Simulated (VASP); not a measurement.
LiH (rock salt): the cohesive energy from VASP (plane waves, PAW) at several levels of theory. Atoms are spin-polarised in a large box without symmetry, with the spin fixed by Hund's rule, and may not be in the lowest state of each functional; no zero-point energy is added.

| level | cohesive energy (eV/atom) | error against measurement |
|---|---|---|
| RPBE | 2.27 | -8.9 % |
| PBE-D3(BJ) | 2.53 | +1.6 % |
| HSE06 | 2.36 | -5.3 % |

Measured: 2.49 eV/atom at 0 K (as given by Daniel Mejia-Rodriguez et al., Physical Review B (2018), arXiv:1807.09216; static lattice: zero-point vibration energy added).

The cell of the RPBE run:

```cif
data_HLi
_chemical_formula_sum 'Li1 H1'
_space_group_name_H-M_alt 'P 1'
_space_group_IT_number 1
_cell_length_a 2.87271
_cell_length_b 2.87271
_cell_length_c 2.87271
_cell_angle_alpha 60.000
_cell_angle_beta 60.000
_cell_angle_gamma 60.000
loop_
_space_group_symop_operation_xyz
  'x, y, z'
loop_
_atom_site_label
_atom_site_type_symbol
_atom_site_fract_x
_atom_site_fract_y
_atom_site_fract_z
_atom_site_occupancy
Li1 Li 0.00000 0.00000 0.00000 1
H1 H 0.50000 0.50000 0.50000 1
```

Only levels that ran to the end are used. Left out are those held back, those with too coarse a band path, GW runs whose mesh misses a band edge, hybrids' fits of cells that aren't cubic and levels without matching references; a question may draw on a part of the rest.
